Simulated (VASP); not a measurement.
Output of a VASP run:

**OSZICAR**
```
       N       E                     dE             d eps       ncg     rms          rms(c)
DAV:   1     0.461738355747E+03    0.46174E+03   -0.24160E+04   960   0.179E+03
DAV:   2    -0.151979025657E+02   -0.47694E+03   -0.47306E+03  1248   0.489E+02
DAV:   3    -0.396639527410E+02   -0.24466E+02   -0.24393E+02   992   0.125E+02
DAV:   4    -0.404537324049E+02   -0.78978E+00   -0.78952E+00  1704   0.191E+01
DAV:   5    -0.404573571503E+02   -0.36247E-02   -0.36250E-02  1104   0.130E+00    0.405E+01
DAV:   6    -0.316574239398E+02    0.87999E+01   -0.93547E+01  1344   0.751E+01    0.189E+01
DAV:   7    -0.307286267147E+02    0.92880E+00   -0.29791E+01  1128   0.495E+01    0.182E+01
DAV:   8    -0.300759983055E+02    0.65263E+00   -0.33713E+00  1064   0.171E+01    0.391E+00
DAV:   9    -0.300999013985E+02   -0.23903E-01   -0.28381E-01  1320   0.362E+00    0.176E+00
DAV:  10    -0.300889013652E+02    0.11000E-01   -0.21341E-01  1080   0.444E+00    0.730E-01
DAV:  11    -0.300837450548E+02    0.51563E-02   -0.38047E-02  1064   0.172E+00    0.207E-01
DAV:  12    -0.300836794533E+02    0.65602E-04   -0.19058E-03  1184   0.392E-01    0.915E-02
DAV:  13    -0.300836516788E+02    0.27775E-04   -0.25834E-04  1096   0.113E-01    0.134E-02
DAV:  14    -0.300836522684E+02   -0.58957E-06   -0.25017E-05  1200   0.325E-02    0.881E-03
DAV:  15    -0.300836528462E+02   -0.57782E-06   -0.57187E-06   872   0.218E-02
   1 F= -.30083653E+02 E0= -.30082675E+02  d E =-.300837E+02
       N       E                     dE             d eps       ncg     rms          rms(c)
DAV:   1    -0.304516089418E+02   -0.36796E+00   -0.92362E+00   984   0.319E+01    0.682E+00
DAV:   2    -0.301827164753E+02    0.26889E+00   -0.18625E+00  1016   0.140E+01    0.241E+00
DAV:   3    -0.301047415650E+02    0.77975E-01   -0.66519E-01  1040   0.643E+00    0.169E+00
DAV:   4    -0.300834185614E+02    0.21323E-01   -0.10049E-01  1200   0.306E+00    0.683E-01
DAV:   5    -0.300823735775E+02    0.10450E-02   -0.97280E-03  1400   0.666E-01    0.590E-01
DAV:   6    -0.300830682929E+02   -0.69472E-03   -0.64628E-03  1144   0.472E-01    0.253E-01
DAV:   7    -0.300826421094E+02    0.42618E-03   -0.31537E-03  1136   0.321E-01    0.604E-02
DAV:   8    -0.300826625613E+02   -0.20452E-04   -0.22976E-04  1664   0.903E-02    0.234E-02
DAV:   9    -0.300826600713E+02    0.24900E-05   -0.25224E-05  1160   0.296E-02    0.432E-03
DAV:  10    -0.300826602195E+02   -0.14819E-06   -0.84356E-07   584   0.592E-03
   2 F= -.30082660E+02 E0= -.30081637E+02  d E =0.992627E-03
       N       E                     dE             d eps       ncg     rms          rms(c)
DAV:   1    -0.301902057256E+02   -0.10755E+00   -0.24732E+00   992   0.163E+01    0.354E+00
DAV:   2    -0.301104161655E+02    0.79790E-01   -0.39734E-01  1016   0.640E+00    0.103E+00
DAV:   3    -0.300986065055E+02    0.11810E-01   -0.14343E-01  1056   0.295E+00    0.872E-01
DAV:   4    -0.300922558442E+02    0.63507E-02   -0.28730E-02  1216   0.166E+00    0.291E-01
DAV:   5    -0.300920466613E+02    0.20918E-03   -0.25100E-03  1416   0.333E-01    0.261E-01
DAV:   6    -0.300921967548E+02   -0.15009E-03   -0.12177E-03  1144   0.207E-01    0.124E-01
DAV:   7    -0.300921583267E+02    0.38428E-04   -0.58359E-04  1440   0.141E-01    0.232E-02
DAV:   8    -0.300921625745E+02   -0.42478E-05   -0.28108E-05  1480   0.317E-02    0.989E-03
DAV:   9    -0.300921630161E+02   -0.44151E-06   -0.45732E-06  1016   0.130E-02
   3 F= -.30092163E+02 E0= -.30091162E+02  d E =-.851017E-02
```

### OUTCAR
```
------------------------ aborting loop because EDIFF is reached ----------------------------------------
  FORCE on cell =-STRESS in cart. coord.  units (eV):
  Direction    XX          YY          ZZ          XY          YZ          ZX
  --------------------------------------------------------------------------------------
  Total        0.0032232      0.0032232      0.0032232      0.0000000     -0.0000000      0.0000000
  in kB        0.0915303      0.0915303      0.0915303      0.0000000     -0.0000000      0.0000000
  external PRESSURE =       0.0915303 kB  Pullay stress =       0.0000000 kB
  volume of cell :       56.42
      direct lattice vectors                 reciprocal lattice vectors
     3.835398023 -0.000000000 -0.000000000     0.260729133  0.000000000 -0.000000000
    -0.000000000  3.835398023 -0.000000000     0.000000000  0.260729133  0.000000000
     0.000000000 -0.000000000  3.835398023     0.000000000  0.000000000  0.260729133
 POSITION                                       TOTAL-FORCE (eV/Angst)
 -----------------------------------------------------------------------------------
      0.00000      0.00000      0.00000         0.000000      0.000000      0.000000
      1.91770      1.91770      1.91770        -0.000000     -0.000000      0.000000
      1.91770     -0.00000      1.91770         0.000000      0.000000      0.000000
      0.00000      1.91770      1.91770        -0.000000     -0.000000      0.000000
      1.91770      1.91770     -0.00000         0.000000      0.000000      0.000000
 -----------------------------------------------------------------------------------
    total drift:                                0.000000      0.000000      0.000000
  FREE ENERGIE OF THE ION-ELECTRON SYSTEM (eV)
  ---------------------------------------------------
  free  energy   TOTEN  =       -30.0921630161 eV

  energy  without entropy=      -30.0891613518  energy(sigma->0) =      -30.09116246

 reached required accuracy - stopping structural energy minimisation
```
(Selected blocks of OUTCAR.)

File POSCAR:
```
SrVO3
1
    3.8155530627     0.0000000000     0.0000000000
    0.0000000000     3.8155530627     0.0000000000
   -0.0000000000    -0.0000000000     3.8155530627
Sr V O
1 1 3
Direct
  0.0000000000   0.0000000000   0.0000000000
  0.5000000000   0.5000000000   0.5000000000
  0.5000000000   0.0000000000   0.5000000000
  0.0000000000   0.5000000000   0.5000000000
  0.5000000000   0.5000000000   0.0000000000
```

Write an INCAR and KPOINTS that could have produced this output.

Several could match; the one computed here: the input of the run itself, optB86b-vdW, plane waves, VASP's PBE PAW potentials (set 64).

### INCAR
```
AGGAC = 0.0
ALGO = Normal
EDIFF = 1E-6
EDIFFG = -0.02
ENCUT = 520
GGA = MK
IBRION = 2
ISIF = 3
ISMEAR = 1
LASPH = .TRUE.
LCHARG = .FALSE.
LMAXMIX = 4
LREAL = .FALSE.
LUSE_VDW = .TRUE.
LWAVE = .FALSE.
NELM = 100
NSW = 60
PARAM1 = 0.1234
PARAM2 = 1.0
PREC = Accurate
SIGMA = 0.1
SYSTEM = SrVO3
```

**KPOINTS**
```
Automatic mesh
0
gamma
  7 7 7
```

POTCAR, in this order: Sr_sv V_sv O (PBE.64 set). Program: vasp_std.

The compound is SrVO3 in the cubic perovskite structure. This run relaxes it. Symmetry was kept, so distortions that lower it aren't found. The start is the result of an earlier pass. The run is not spin-polarised, so no magnetic state was tried. The electron count is odd and the run is not spin-polarised, which forces a metal.
